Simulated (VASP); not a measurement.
Method: PBE GGA, VASP's PBE PAW potentials (set 64) (plane waves; VASP).

Input for VASP

**INCAR**
```
! general
SYSTEM=MgS
PREC  =Accurate
ENCUT =520
LREAL =.False.
LASPH =.True.

! electronic loop
EDIFF =1E-6   ! SCF stop (eV)
NELM  =100
ALGO  =Normal   ! blocked Davidson

! smearing
ISMEAR=0   ! Gaussian
SIGMA =0.05

! functional
GGA   =PE   ! PBE

! output
LWAVE =.False.
LCHARG=.True.
```

**KPOINTS**
```
Automatic mesh
0
Gamma
8 8 8
0 0 0
```

POSCAR:
```
MgS
3.6930550
  0.0000000000   0.7071067775   0.7071067775
  0.7071067775   0.0000000000   0.7071067775
  0.7071067775   0.7071067775   0.0000000000
Mg S
1 1
Cart
  0.0000000000   0.0000000000   0.0000000000
  0.7071067775   0.7071067775   0.7071067775
```

POTCAR, in this order: Mg S (PBE.64 set). Program: vasp_std.

The run wrote:

### OSZICAR
```
       N       E                     dE             d eps       ncg     rms          rms(c)
DAV:   1     0.209071570300E+02    0.20907E+02   -0.37307E+03   480   0.801E+02
DAV:   2    -0.806200453621E+01   -0.28969E+02   -0.27193E+02   624   0.102E+02
DAV:   3    -0.890964750243E+01   -0.84764E+00   -0.84764E+00   584   0.236E+01
DAV:   4    -0.891320687841E+01   -0.35594E-02   -0.35594E-02   776   0.163E+00
DAV:   5    -0.891320855891E+01   -0.16805E-05   -0.16806E-05   600   0.355E-02    0.436E+00
DAV:   6    -0.854419120904E+01    0.36902E+00   -0.95829E-01   504   0.484E+00    0.343E+00
DAV:   7    -0.850319835001E+01    0.40993E-01   -0.23719E-01   624   0.259E+00    0.229E+00
DAV:   8    -0.850317741970E+01    0.20930E-04   -0.13603E-02   544   0.987E-01    0.891E-01
DAV:   9    -0.850298980561E+01    0.18761E-03   -0.55338E-04   576   0.191E-01    0.279E-01
DAV:  10    -0.850302913838E+01   -0.39333E-04   -0.15135E-04   632   0.808E-02    0.146E-02
DAV:  11    -0.850302663455E+01    0.25038E-05   -0.21547E-05   584   0.241E-02    0.106E-02
DAV:  12    -0.850302664611E+01   -0.11558E-07   -0.40140E-07   288   0.561E-03
   1 F= -.85030266E+01 E0= -.85030266E+01  d E =-.323767E-17
```

OUTCAR:
```
------------------------ aborting loop because EDIFF is reached ----------------------------------------
  FORCE on cell =-STRESS in cart. coord.  units (eV):
  Direction    XX          YY          ZZ          XY          YZ          ZX
  --------------------------------------------------------------------------------------
  Total        0.0016594      0.0016594      0.0016594      0.0000000      0.0000000      0.0000000
  in kB        0.0746474      0.0746474      0.0746474      0.0000000      0.0000000      0.0000000
  external PRESSURE =       0.0746474 kB  Pullay stress =       0.0000000 kB
  volume of cell :       35.62
      direct lattice vectors                 reciprocal lattice vectors
     0.000000000  2.611384220  2.611384220    -0.191469335  0.191469335  0.191469335
     2.611384220  0.000000000  2.611384220     0.191469335 -0.191469335  0.191469335
     2.611384220  2.611384220  0.000000000     0.191469335  0.191469335 -0.191469335
 POSITION                                       TOTAL-FORCE (eV/Angst)
 -----------------------------------------------------------------------------------
      0.00000      0.00000      0.00000         0.000000     -0.000000      0.000000
      2.61138      2.61138      2.61138        -0.000000      0.000000     -0.000000
 -----------------------------------------------------------------------------------
    total drift:                                0.000000      0.000000      0.000000
  FREE ENERGIE OF THE ION-ELECTRON SYSTEM (eV)
  ---------------------------------------------------
  free  energy   TOTEN  =        -8.5030266461 eV

  energy  without entropy=       -8.5030266461  energy(sigma->0) =       -8.50302665
```
(Selected blocks of OUTCAR.)

The compound is MgS in the rock salt structure. It was relaxed first.
